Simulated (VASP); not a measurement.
Input:

```yaml
crystal:
  lattice:
    - [1.98320, -5.71508, 0.00000]
    - [1.98320, 5.71508, 0.00000]
    - [0.00000, 0.00000, 4.15070]
  atoms:
    - { symbol: La, position: [0.86142, 0.13858, 0.75000] }
    - { symbol: La, position: [0.13858, 0.86142, 0.25000] }
    - { symbol: Rh, position: [0.58834, 0.41166, 0.75000] }
    - { symbol: Rh, position: [0.41166, 0.58834, 0.25000] }
```

Calculation: r2SCAN meta-GGA, VASP's PBE PAW potentials (set 64) (plane waves; VASP). Settings: 400 eV cut-off, 9×9×8 Γ-centred mesh, tetrahedra with Blöchl corrections, potentials La Rh_pv.

Give the energies of bands 17 to 30 at the high-symmetry points, in eV from the Fermi level.

```csv
band,Γ,Y,C0,Z,A0,T,S,R
17,-3.43,-3.19,-2.73,-2.44,-2.62,-2.42,-2.76,-2.77
18,-3.12,-3.14,-2.48,-2.44,-2.62,-2.42,-2.66,-2.77
19,-3.04,-3.05,-2.11,-2.22,-2.01,-2.41,-2.17,-1.97
20,-2.96,-2.79,-2.01,-2.22,-2.01,-2.41,-2.17,-1.97
21,-2.31,-2.72,-1.95,-2.07,-1.53,-1.75,-1.37,-1.71
22,-2.29,-2.15,-1.63,-2.07,-1.53,-1.75,-1.36,-1.71
23,-1.28,-1.33,-1.33,-1.45,-1.27,-1.51,-1.20,-1.27
24,-1.26,-1.18,-0.93,-1.45,-1.27,-1.51,-1.12,-1.27
25,-1.16,-1.14,-0.84,-0.53,-0.99,-1.25,-0.96,-0.82
26,-0.63,-0.85,0.03,-0.53,-0.99,-1.25,-0.66,-0.82
27,1.96,0.55,0.20,1.18,1.22,0.91,0.15,1.77
28,1.97,1.90,0.79,1.18,1.22,0.91,0.95,1.77
29,2.51,2.35,0.94,1.70,1.96,2.19,1.31,2.05
30,2.56,2.92,1.49,1.70,1.96,2.19,1.38,2.07
```

It has no gap at this level: it comes out as a metal or semimetal.

The structure comes from a computed database's LaRh entry (Cmcm); how it stands against other phases isn't given here. It was relaxed first.
